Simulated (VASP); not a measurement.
Write the native input for VASP 6.6.1 that does the following.

```yaml
Task: single point
Functional: PBEsol
Potentials_or_basis: VASP PAW PBE potentials, release 64 (Mn_pv, S)
Cutoff: 520 eV
k_mesh: 7 × 7 × 6
Occupations: gaussian, width 0.05 eV
Spin: collinear spin, ferromagnetic start
Starting_moments: "[4.0, 4.0, 0.0, 0.0] μB"
Hubbard_terms: Mn d U = 4 eV
Further_INCAR_settings: ALGO = Fast; EDIFF = 1e-07; NBANDS = 31
```

The structure of MnS lies in POSCAR:

```
MnS
1.0
    0.0000000000      2.6122498900      2.6122498900
    5.2244997800      2.6122498900      2.6122498900
    5.2244997800      5.2244997800      0.0000000000
Mn S
2 2
Direct
    0.0000000000      0.0000000000      0.0000000000
    0.0000000000      0.0000000000      0.5000000000
    0.5000000000      0.5000000000      0.0000000000
    0.5000000000      0.5000000000      0.5000000000
```

One way to write it, as run:

INCAR

```
  PREC = Accurate
  ENCUT = 520
  EDIFF = 1E-7
  ISMEAR = 0
  SIGMA = 0.05
  LREAL = False
  LASPH = True
  NELM = 100
  ALGO = Fast
  ISIF = 2
  LWAVE = False
  LCHARG = False
  ISPIN = 2
  MAGMOM = 4 4 0 0
  LORBIT = 11
  LMAXMIX = 4
  LDAU = True
  LDAUTYPE = 2
  LDAUL = 2 -1
  LDAUU = 4 0
  LDAUJ = 0 0
  LDAUPRINT = 1
  GGA = PS
  NBANDS = 31
```

KPOINTS

```
regular mesh
0
Gamma
  7 7 6
```

Potentials or basis: VASP PAW PBE potentials, release 64 (Mn_pv, S).

Command:

```bash
$ cat potpaw_PBE.64/Mn_pv/POTCAR potpaw_PBE.64/S/POTCAR > POTCAR
$ mpirun -np 1 vasp_std > vasp.out
```

It gave:

```
Pressure                                              : -0.3 GPa
Band gap on the k mesh                                : 0.55 eV
Net moment                                            : 10.00 μB per cell
Site moments                                          : Mn +4.59; S +0.08 μB
Valence electrons inside the program's atomic spheres : Mn 11.28; S 3.75
```

Caveat: the PAW data sets were made with another functional, which shifts forces and pressure a little; an odd mesh through Γ misses points on the zone boundary, where band edges often lie; only a ferromagnetic start was run, and an antiferromagnetic order may lie lower in energy.

Wall time 16 min on 1 thread of Intel(R) Xeon(R) Platinum 8488C (Sapphire Rapids) (shared host), peak memory 0.6 GiB.
